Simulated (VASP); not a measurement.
# Ga15GeN16 (a cell with a defect) in VASP: a series of runs, part 2 of 2

VASP 6.6.1.

### Step 3. Single point, PBE

This run's cell holds other atoms than the first one's.

File INCAR:

```
SYSTEM = Ga16AsN15
ALGO = Fast
EDIFF = 1E-7
ENCUT = 520
GGA = PE
ISIF = 2
ISMEAR = -1
LASPH = .True.
LCHARG = .False.
LREAL = Auto
LWAVE = .False.
NBANDS = 166
NELM = 100
PREC = Accurate
SIGMA = 0.01
```

File KPOINTS:

```
k-points
0
Gamma
  4 4 2
  0 0 0
```

File POSCAR:

```
Ga16AsN15
1.0
    6.3600000000      0.0000000000      0.0000000000
   -3.1800000000      5.5079215680      0.0000000000
    0.0000000000      0.0000000000     10.3320000000
Ga As N
16 1 15
Direct
    0.1666666667      0.3333333333     -0.0385299699
    0.1666666667      0.3333333333      0.4984216805
    0.1700273389      0.8350136694      0.0002514092
    0.1607129626      0.8303564813      0.5038901392
    0.6649863306      0.3299726611      0.0002514092
    0.6696435187      0.3392870374      0.5038901392
    0.6649863306      0.8350136694      0.0002514092
    0.6696435187      0.8303564813      0.5038901392
    0.3494251226      0.1505748774      0.2621362295
    0.3361425751      0.1638574249      0.7434800678
    0.3494251226      0.6988502453      0.2621362295
    0.3361425751      0.6722851502      0.7434800678
    0.8011497547      0.1505748774      0.2621362295
    0.8277148498      0.1638574249      0.7434800678
    0.8333333333      0.6666666667      0.2479732376
    0.8333333333      0.6666666667      0.7557407597
    0.1666666667      0.3333333333      0.1775545387
    0.1666666667      0.3333333333      0.6881060923
    0.1674790455      0.8337395228      0.1888953334
    0.1605188894      0.8302594447      0.6886103095
    0.6662604772      0.3325209545      0.1888953334
    0.6697405553      0.3394811106      0.6886103095
    0.6662604772      0.8337395228      0.1888953334
    0.6697405553      0.8302594447      0.6886103095
    0.3363742514      0.1636257486      0.4475931441
    0.3385547769      0.1614452231      0.9288071008
    0.3363742514      0.6727485029      0.4475931441
    0.3385547769      0.6771095539      0.9288071008
    0.8272514971      0.1636257486      0.4475931441
    0.8228904461      0.1614452231      0.9288071008
    0.8333333333      0.6666666667      0.4363858707
    0.8333333333      0.6666666667      0.9433565897
```

Potentials or basis: VASP PAW PBE potentials, release 64 (Ga_d, As, N).

Started as:

```bash
$ cat potpaw_PBE.64/Ga_d/POTCAR potpaw_PBE.64/As/POTCAR potpaw_PBE.64/N/POTCAR > POTCAR
$ mpirun -np 1 vasp_std > vasp.out
```

OUTCAR:

```text
SYSTEM = Ga16AsN15
   EDIFF = 1E-7
   ENCUT = 520
   GGA = PE
   ISIF = 2
   ISMEAR = -1
   LASPH = .True.
   LREAL = Auto
   NELM = 100
   PREC = Accurate

 ion  position               nearest neighbor table
   1  0.167  0.333  0.961-  26 1.92  28 1.92  30 1.92  17 2.23
   2  0.167  0.333  0.498-  25 1.94  27 1.94  29 1.94  18 1.96
   3  0.170  0.835  0.000-  28 1.94  26 1.94  32 1.95  19 1.95
   4  0.161  0.830  0.504-  20 1.91  27 1.93  25 1.93  31 1.93
   5  0.665  0.330  0.000-  30 1.94  26 1.94  32 1.95  21 1.95
   6  0.670  0.339  0.504-  22 1.91  29 1.93  25 1.93  31 1.93
   7  0.665  0.835  0.000-  30 1.94  28 1.94  32 1.95  23 1.95
[... 1543 lines left out ...]
  Total       37.2839041     37.2839041     40.7466391      0.0000000     -0.0000000      0.0000000
  in kB      165.0451263    165.0451263    180.3736588      0.0000000     -0.0000000      0.0000000
  external PRESSURE =     170.1546372 kB  Pullay stress =       0.0000000 kB

 VOLUME and BASIS-vectors are now :
 -----------------------------------------------------------------------------
  energy-cutoff  :      520.00
  volume of cell :      361.93
      direct lattice vectors                 reciprocal lattice vectors
     6.360000000  0.000000000  0.000000000     0.157232704  0.090778344  0.000000000
    -3.180000000  5.507921568  0.000000000     0.000000000  0.181556688  0.000000000
     0.000000000  0.000000000 10.332000000     0.000000000  0.000000000  0.096786682

 POSITION                                       TOTAL-FORCE (eV/Angst)
 -----------------------------------------------------------------------------------
      0.00000      1.83597      9.93391         0.000000      0.000000     -0.001703
      0.00000      1.83597      5.14969         0.000000      0.000000     -0.000717
     -1.57397      4.59919      0.00260         0.002746      0.001585     -0.005755
     -1.61840      4.57354      5.20619         0.000008      0.000004      0.010516
      3.18000      1.81746      0.00260         0.000000     -0.003171     -0.005755
      3.18000      1.86877      5.20619         0.000000     -0.000009      0.010516
[... 24 lines left out ...]
      3.18000      3.67195      4.50874         0.000000      0.000000      0.004159
      3.18000      3.67195      9.74676         0.000000      0.000000     -0.001699
 -----------------------------------------------------------------------------------
    total drift:                                0.000010     -0.000007      0.007503

  FREE ENERGIE OF THE ION-ELECTRON SYSTEM (eV)
  ---------------------------------------------------
  free  energy   TOTEN  =      -186.0312020670 eV

  energy  without entropy=     -186.0312020670  energy(sigma->0) =     -186.03120207
```

Wall time 17 min (1 thread of Intel Xeon Platinum 8488C (Sapphire Rapids), shared host); peak memory 0.62 GiB.

Results:

```yaml
Free_energy: -186.0312 eV
Pressure: 17.0 GPa
Largest_force: 0.014 eV/Å
Band_gap_on_the_k_mesh: 0.82 eV, direct
```

Forces on the atoms (eV/Å):
```
Ga   0.000  0.000 -0.002
Ga   0.000  0.000 -0.001
Ga   0.003  0.002 -0.006
Ga   0.000  0.000  0.011
Ga   0.000 -0.003 -0.006
Ga   0.000  0.000  0.011
Ga  -0.003  0.002 -0.006
Ga   0.000  0.000  0.011
Ga   0.001 -0.001 -0.006
Ga   0.006 -0.004  0.010
Ga   0.000  0.001 -0.006
Ga   0.000  0.007  0.010
Ga  -0.001 -0.001 -0.006
Ga  -0.006 -0.004  0.010
Ga   0.000  0.000 -0.005
Ga   0.000  0.000  0.003
As   0.000  0.000 -0.004
N    0.000  0.000 -0.012
N    0.007  0.004  0.012
N    0.003  0.002 -0.002
N    0.000 -0.008  0.012
N    0.000 -0.003 -0.002
N   -0.007  0.004  0.012
N   -0.003  0.002 -0.002
N    0.004 -0.002 -0.010
N   -0.004  0.002 -0.002
N    0.000  0.004 -0.010
N    0.000 -0.004 -0.002
N   -0.004 -0.002 -0.010
N    0.004  0.002 -0.002
N    0.000  0.000  0.004
N    0.000  0.000 -0.002
```

Caveat: so large a pressure means that the cell lies far from this level's equilibrium, or that cutoff or potentials fall short. Expect the measured gap to be larger: semilocal functionals such as PBE lack the derivative discontinuity.

### Step 4. Single point, PBE

This run's cell holds other atoms than the first one's.

File INCAR:

```
ALGO     = Fast           # electronic algorithm
EDIFF    = 1E-7           # SCF threshold, eV
ENCUT    = 520            # plane-wave cutoff, eV
GGA      = PE             # functional
ISIF     = 2              # what is computed and relaxed
ISMEAR   = -1             # smearing method
LASPH    = T              # aspherical terms in the spheres
LCHARG   = F              # write CHGCAR
LREAL    = Auto         
LWAVE    = F              # write WAVECAR
NBANDS   = 166            # bands
NELECT   = 288.0        
NELM     = 100            # most SCF steps
PREC     = Accurate       # precision mode
SIGMA    = 0.01           # smearing width, eV
```

File KPOINTS:

```
k-points
0
Gamma
  4 4 2
```

File POSCAR:

```
Ga16SeN15
1.0
    6.3600000000      0.0000000000      0.0000000000
   -3.1800000000      5.5079215680      0.0000000000
    0.0000000000      0.0000000000     10.3320000000
Ga Se N
16 1 15
Direct
    0.1666666667      0.3333333333     -0.0494033801
    0.1666666667      0.3333333333      0.5020571969
    0.1684971268      0.8342485634     -0.0009733506
    0.1603445545      0.8301722772      0.5044284044
    0.6657514366      0.3315028732     -0.0009733506
    0.6698277228      0.3396554455      0.5044284044
    0.6657514366      0.8342485634     -0.0009733506
    0.6698277228      0.8301722772      0.5044284044
    0.3525472428      0.1474527572      0.2636203781
    0.3372600327      0.1627399673      0.7437458903
    0.3525472428      0.7050944857      0.2636203781
    0.3372600327      0.6745200655      0.7437458903
    0.7949055143      0.1474527572      0.2636203781
    0.8254799345      0.1627399673      0.7437458903
    0.8333333333      0.6666666667      0.2502582226
    0.8333333333      0.6666666667      0.7549508575
    0.1666666667      0.3333333333      0.1741585920
    0.1666666667      0.3333333333      0.6911560105
    0.1666757594      0.8333378797      0.1888099845
    0.1612519008      0.8306259504      0.6887938876
    0.6666621203      0.3333242406      0.1888099845
    0.6693740496      0.3387480992      0.6887938876
    0.6666621203      0.8333378797      0.1888099845
    0.6693740496      0.8306259504      0.6887938876
    0.3351401358      0.1648598642      0.4462363731
    0.3382274087      0.1617725913      0.9308858829
    0.3351401358      0.6702802716      0.4462363731
    0.3382274087      0.6764548174      0.9308858829
    0.8297197284      0.1648598642      0.4462363731
    0.8235451826      0.1617725913      0.9308858829
    0.8333333333      0.6666666667      0.4371405674
    0.8333333333      0.6666666667      0.9430395824
```

Potentials or basis: VASP PAW PBE potentials, release 64 (Ga_d, Se, N).

Started as:

```bash
$ cat potpaw_PBE.64/Ga_d/POTCAR potpaw_PBE.64/Se/POTCAR potpaw_PBE.64/N/POTCAR > POTCAR
$ mpirun -np 1 vasp_std > vasp.out
```

It took 16 min on 1 thread of Intel Xeon Platinum 8488C (Sapphire Rapids), shared host; peak memory 0.6 GiB.

The run converged. Its results:

| Quantity | Value |
| --- | --- |
| Free energy | -193.2922 eV |
| Largest force | 0.016 eV/Å |
| Band gap on the k mesh | 1.82 eV, direct |

Forces on the atoms (eV/Å):
```
Ga   0.000  0.000 -0.002
Ga   0.000  0.000 -0.001
Ga   0.000  0.000 -0.007
Ga  -0.003 -0.002  0.016
Ga   0.000  0.000 -0.007
Ga   0.000  0.003  0.016
Ga   0.000  0.000 -0.007
Ga   0.003 -0.002  0.016
Ga   0.007 -0.004  0.003
Ga   0.006 -0.003 -0.001
Ga   0.000  0.008  0.003
Ga   0.000  0.007 -0.001
Ga  -0.007 -0.004  0.003
Ga  -0.006 -0.003 -0.001
Ga   0.000  0.000  0.004
Ga   0.000  0.000 -0.002
Se   0.000  0.000 -0.004
N    0.000  0.000 -0.008
N    0.005  0.003  0.009
N    0.002  0.001 -0.007
N    0.000 -0.005  0.009
N    0.000 -0.003 -0.007
N   -0.005  0.003  0.009
N   -0.002  0.001 -0.007
N   -0.001  0.000 -0.012
N   -0.003  0.002  0.005
N    0.000 -0.001 -0.012
N    0.000 -0.003  0.005
N    0.001  0.000 -0.012
N    0.003  0.002  0.005
N    0.000  0.000 -0.007
N    0.000  0.000  0.002
```

Levels at points of the mesh, in eV from the valence-band top:
```csv
k point,band 142,band 143,band 144,band 145,band 146,band 147
"(0.00, 0.00, 0.00)",-0.13,0.00,0.00,1.82,3.42,4.00
"(0.50, 0.00, 0.00)",-0.76,-0.66,-0.43,3.64,4.33,4.69
"(0.00, 0.00, 0.50)",-0.26,-0.09,-0.09,2.68,3.16,3.60
"(0.50, 0.00, 0.50)",-0.84,-0.77,-0.59,3.56,4.26,4.40
```

Caveat: the cell carries a net charge on a neutralising background, which shifts energy and pressure; the cell is charged against a uniform background, so pressure and absolute levels hang on convention.
